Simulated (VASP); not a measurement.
Output of a VASP run:

File OSZICAR:
```
       N       E                     dE             d eps       ncg     rms          rms(c)
DAV:   1     0.943082770257E+02    0.94308E+02   -0.73131E+03  2880   0.120E+03
DAV:   2    -0.174411918948E+02   -0.11175E+03   -0.10070E+03  3116   0.382E+02
DAV:   3    -0.237903770273E+02   -0.63492E+01   -0.58773E+01  3508   0.747E+01
DAV:   4    -0.239316389501E+02   -0.14126E+00   -0.14049E+00  3048   0.114E+01
DAV:   5    -0.239333269504E+02   -0.16880E-02   -0.16876E-02  3364   0.102E+00    0.224E+01
DAV:   6    -0.228212142213E+02    0.11121E+01   -0.12433E+00  3096   0.103E+01    0.101E+01
DAV:   7    -0.224998921497E+02    0.32132E+00   -0.85107E-01  3328   0.833E+00    0.443E-01
DAV:   8    -0.224941474425E+02    0.57447E-02   -0.74708E-03  2940   0.704E-01    0.269E-01
DAV:   9    -0.224919375877E+02    0.22099E-02   -0.14441E-03  3096   0.452E-01    0.564E-02
DAV:  10    -0.224919769560E+02   -0.39368E-04   -0.63442E-05  3192   0.804E-02    0.999E-03
DAV:  11    -0.224919451640E+02    0.31792E-04   -0.71176E-06  2964   0.313E-02    0.860E-04
DAV:  12    -0.224919445805E+02    0.58355E-06   -0.12824E-07  1504   0.396E-03
   1 F= -.22491945E+02 E0= -.22491487E+02  d E =-.224919E+02
```

**OUTCAR**
```
------------------------ aborting loop because EDIFF is reached ----------------------------------------
  FORCE on cell =-STRESS in cart. coord.  units (eV):
  Direction    XX          YY          ZZ          XY          YZ          ZX
  --------------------------------------------------------------------------------------
  Total       -0.0022077     -0.0022077     -0.0003488      0.0000000      0.0000000      0.0000000
  in kB       -0.1239044     -0.1239044     -0.0195756      0.0000000      0.0000000      0.0000000
  external PRESSURE =      -0.0891281 kB  Pullay stress =       0.0000000 kB
  volume of cell :       28.55
      direct lattice vectors                 reciprocal lattice vectors
     1.377711150 -2.386265348  0.000000000     0.362920776 -0.209532440  0.000000000
     1.377711150  2.386265348  0.000000000     0.362920776  0.209532440  0.000000000
     0.000000000  0.000000000  4.341597865     0.000000000  0.000000000  0.230329946
 POSITION                                       TOTAL-FORCE (eV/Angst)
 -----------------------------------------------------------------------------------
      1.37771      0.79542      1.08540        -0.000000     -0.000000      0.000000
      1.37771     -0.79542      3.25620         0.000000      0.000000      0.000000
 -----------------------------------------------------------------------------------
    total drift:                                0.000001      0.000024     -0.000020
  FREE ENERGIE OF THE ION-ELECTRON SYSTEM (eV)
  ---------------------------------------------------
  free  energy   TOTEN  =       -22.4919445805 eV

  energy  without entropy=      -22.4905712411  energy(sigma->0) =      -22.49148680

 reached required accuracy - stopping structural energy minimisation
```
(Selected blocks of OUTCAR.)

File POSCAR:
```
Os
1
    1.3777111504    -2.3862653484    -0.0000000000
    1.3777111504     2.3862653484    -0.0000000000
    0.0000000000    -0.0000000000     4.3415978654
Os
2
Direct
  0.3333330000   0.6666670000   0.2500000000
  0.6666670000   0.3333330000   0.7500000000
```

### Question
Reconstruct the remaining input files.

### Answer
One answer among several that fit: the input of the run itself, PBE GGA, plane waves, VASP's PBE PAW potentials (set 64).

### KPOINTS
```
Automatic mesh
0
Gamma
14 14 8
0 0 0
```

### INCAR
```
SYSTEM=Os
IBRION=2   # conjugate gradients
ISMEAR=1
ENCUT=480   # plane-wave cut-off (eV)
LREAL=.False.   # projection in real space or not
EDIFFG=-0.01   # ionic stop
LCHARG=.False.
NSW=60   # most ionic steps
NELM=100   # most electronic steps
LASPH=.True.   # aspherical one-centre terms
ALGO=Normal   # blocked Davidson
PREC=Accurate
SIGMA=0.1   # width (eV)
LMAXMIX=6
LWAVE=.False.
ISIF=3
GGA=PE   # PBE
EDIFF=1E-6   # SCF stop (eV)
```

POTCAR, in this order: Os (PBE.64 set). Program: vasp_std.

The compound is Os in the hcp structure. It was relaxed first. The start is the result of an earlier pass.
